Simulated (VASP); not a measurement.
The system is Ta3AsAu2O13.

```xyz
19
Lattice="5.4020 0.0000 0.0000 -2.0180 5.6073 0.0000 -0.7205 -1.8688 8.4406" Properties=species:S:1:pos:R:3 pbc="T T T"
Ta    0.4002    2.1837    5.0501
Ta    1.8257    1.1438    1.5775
Ta    2.0558    4.8125    0.2330
As    2.8339    4.2867    5.5177
Au   -0.6527    2.7057    1.4549
Au    2.3553    0.2908    6.7965
O     0.1605   -0.0640    1.1950
O     4.6611   -1.5092    7.1855
O    -0.3867    0.3676    5.1916
O    -1.1933    3.4623    4.9263
O     1.2002    2.8654    0.5720
O     2.9819    1.6029    8.2786
O     2.2347   -0.9598    8.3246
O     0.8584    5.1430    1.7712
O     0.4916    1.8956    2.9547
O     3.0770    2.2992    2.4190
O     1.4103    3.9119    4.6513
O     0.5099    2.4957    6.8995
O     2.1718    1.3852    5.1867
```

The cell was built by a generator and needn't be a form met in nature.

```yaml
Program: VASP 6.6.1
Task: relaxation of cell and atoms
Functional: PBE
Dispersion: D3
Potentials_or_basis: VASP PAW PBE potentials, release 64 (Ta_pv, As, Au, O)
Cutoff: 600 eV
k_mesh: 6 × 5 × 3
Occupations: fermi-dirac, width 0.05 eV
Spin: no spin polarisation
```

At the start: pressure -1.0 GPa; volume 13.46 Å³/atom.

How do energy, volume and symmetry change on relaxing?

Over 50 steps the energy falls by 3.0 meV/atom and the volume is 13.11 Å³/atom (-2.6 %); space group P1 (No. 1, to 0.05 Å).

The path:
| step | energy change (eV) | largest force (eV/Å) | pressure (GPa) | volume (Å³) |
| --- | --- | --- | --- | --- |
| 1 | 0.0000 | 0.3976 | -0.95 | 255.67 |
| 3 | -0.0177 | 0.2291 | 0.04 | 253.59 |
| 5 | -0.0284 | 0.3202 | 0.03 | 252.49 |
| 7 | -0.0352 | 0.1638 | -0.14 | 251.85 |
| 9 | -0.0401 | 0.1575 | 0.15 | 251.02 |
| 11 | -0.0442 | 0.1334 | -0.11 | 250.82 |
| 13 | -0.0471 | 0.1295 | -0.01 | 250.38 |
| 15 | -0.0495 | 0.1130 | 0.11 | 249.97 |
| 17 | -0.0511 | 0.0823 | -0.13 | 249.98 |
| 19 | -0.0523 | 0.0733 | 0.10 | 249.59 |
| 21 | -0.0533 | 0.0727 | -0.07 | 249.64 |
| 23 | -0.0541 | 0.0758 | 0.00 | 249.48 |
| 25 | -0.0547 | 0.0720 | 0.03 | 249.39 |
| 27 | -0.0552 | 0.0403 | -0.01 | 249.37 |
| 29 | -0.0556 | 0.0357 | -0.03 | 249.34 |
| 31 | -0.0558 | 0.0247 | 0.03 | 249.23 |
| 33 | -0.0560 | 0.0442 | 0.00 | 249.23 |
| 35 | -0.0562 | 0.0328 | -0.01 | 249.24 |
| 37 | -0.0563 | 0.0328 | -0.02 | 249.22 |
| 39 | -0.0565 | 0.0355 | 0.03 | 249.13 |
| 41 | -0.0566 | 0.0302 | -0.01 | 249.15 |
| 43 | -0.0567 | 0.0220 | 0.00 | 249.14 |
| 45 | -0.0568 | 0.0134 | 0.01 | 249.12 |
| 47 | -0.0568 | 0.0142 | 0.02 | 249.11 |
| 49 | -0.0568 | 0.0283 | -0.02 | 249.15 |
| 50 | -0.0569 | 0.0097 | -0.01 | 249.14 |

Final structure:
```xyz
19
Lattice="5.3867 0.0032 0.0034 -2.0090 5.5744 0.0096 -0.7138 -1.8424 8.2913" Properties=species:S:1:pos:R:3 pbc="T T T"
Ta    0.3602    2.2009    4.9647
Ta    1.8441    1.1020    1.5761
Ta    2.0775    4.7649    0.2707
As    2.8040    4.2782    5.4322
Au   -0.6395    2.6931    1.4099
Au    2.3524    0.2738    6.6160
O     0.2077   -0.1101    1.2323
O     4.6781   -1.5084    7.1012
O    -0.4026    0.3979    5.1205
O    -1.2111    3.4808    4.7867
O     1.2139    2.8286    0.5492
O     2.9907    1.5977    8.0883
O     2.2383   -0.9673    8.1730
O     0.9169    5.1005    1.8316
O     0.4958    1.9052    2.9061
O     3.0747    2.3171    2.3917
O     1.3335    3.9818    4.5980
O     0.4948    2.4985    6.8040
O     2.1657    1.4380    5.0453
```
